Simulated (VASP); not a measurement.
Wanted: the native input for a VASP 6.6.1 run.

- Task: single point
- Functional: PBE
- Potentials or basis: VASP PAW PBE potentials, release 64 (F, Sb, Cl)
- Cutoff: 520 eV
- k mesh: 1 × 1 × 1
- Occupations: gaussian, width 0.01 eV
- Spin: no spin polarisation
- Further INCAR settings: ALGO = Normal; EDIFF = 1e-07; NBANDS = 21

The structure of FSbCl2 lies in POSCAR:

```
SbCl2F
1.0
   12.0000000000      0.0000000000      0.0000000000
    0.0000000000     11.0000000000      0.0000000000
    0.0000000000      0.0000000000     12.0000000000
F Sb Cl
1 1 2
Direct
    0.3779750000      0.4534772700      0.6199166700
    0.4833333300      0.5678590900      0.5657666700
    0.6241916700      0.4269318200      0.5329833300
    0.4117250000      0.5768863600      0.3857500000
```

These files were run (other wordings do the same):

INCAR

```
PREC = Accurate ; ENCUT = 520
EDIFF = 1E-7 ; ISMEAR = 0
SIGMA = 0.01 ; LREAL = False
LASPH = True ; NELM = 60
ALGO = Normal ; ISIF = 2
LWAVE = False ; LCHARG = False
GGA = PE ; NBANDS = 21
```

KPOINTS

```
Automatic mesh
0
Gamma
  1 1 1
```

Potentials or basis: VASP PAW PBE potentials, release 64 (F, Sb, Cl).

Run with:

```console
$ cat potpaw_PBE.64/F/POTCAR potpaw_PBE.64/Sb/POTCAR potpaw_PBE.64/Cl/POTCAR > POTCAR
$ mpirun -np 1 vasp_gam > vasp.out
```

It gave:

The largest force is 0.928 eV/Å. The gap between the frontier levels is 4.93 eV.

Caveat: spin-orbit coupling is left out, which moves the levels of the heavy elements.

Run time: 2.9 min on 1 thread of Intel(R) Xeon(R) Platinum 8488C (Sapphire Rapids) (shared host), peak memory 1.1 GiB.
